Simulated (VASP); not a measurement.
Computed with PBE GGA, VASP's PBE PAW potentials (set 64) (plane waves; VASP).

A VASP calculation is set up with these files.

**KPOINTS**
```
Automatic mesh
0
Gamma
20 20 12
0 0 0
```

POSCAR:
```
Co
1
    1.2461332210    -2.1583662832     0.0000000000
    1.2461332210     2.1583662832     0.0000000000
    0.0000000000     0.0000000000     4.0282944432
Co
2
Direct
  0.3333330000   0.6666670000   0.2500000000
  0.6666670000   0.3333330000   0.7500000000
```

**INCAR**
```
! general
SYSTEM =Co
PREC   =Normal
ENCUT  =400
LREAL  =.False.
LASPH  =.True.

! electronic loop
EDIFF  =1E-5   ! SCF stop (eV)
NELM   =100   ! most electronic steps
NELMIN =4
ALGO   =Fast   ! Davidson, then RMM-DIIS
LMAXMIX=4   ! l cut-off of mixed one-centre charges

! smearing
ISMEAR =1
SIGMA  =0.1   ! width (eV)

! functional
GGA    =PE

! spin
ISPIN  =2
MAGMOM =2*1.8

! ions
IBRION =2   ! conjugate gradients
NSW    =20   ! most ionic steps
ISIF   =2
EDIFFG =-0.03   ! ionic stop

! output
LWAVE  =.False.
LCHARG =.False.
LORBIT =10
```

POTCAR, in this order: Co (PBE.64 set). Program: vasp_std.

Question: Predict the energy per atom (σ→0), cell moment, band gap (on the k-mesh).

Answer: 
```
Item                                                        Result
------------------------  ----------------------------------------
energy per atom (σ→0)                               -7.037 eV/atom
cell moment                                                3.20 μB
band gap (on the k-mesh)  none (metal, semimetal or under 0.01 eV)
```

OSZICAR:
```
...
RMM:   6    -0.144811500393E+02    0.16902E+01   -0.13103E+01 18480   0.516E+01    0.764E+00
RMM:   7    -0.141119699361E+02    0.36918E+00   -0.18111E+00 18480   0.213E+01    0.423E+00
RMM:   8    -0.140867202140E+02    0.25250E-01   -0.52006E-02 18550   0.178E+00    0.173E+00
RMM:   9    -0.140739513418E+02    0.12769E-01   -0.12292E-02 19314   0.857E-01    0.442E-01
RMM:  10    -0.140735516905E+02    0.39965E-03   -0.27223E-03 18581   0.592E-01    0.112E-01
RMM:  11    -0.140736547866E+02   -0.10310E-03   -0.89709E-04 21520   0.204E-01    0.580E-02
RMM:  12    -0.140736618955E+02   -0.71088E-05   -0.83661E-05 17076   0.715E-02
   1 F= -.14073662E+02 E0= -.14073538E+02  d E =-.140737E+02  mag=     3.1954
```

The compound is Co in the hcp structure. It was relaxed first.
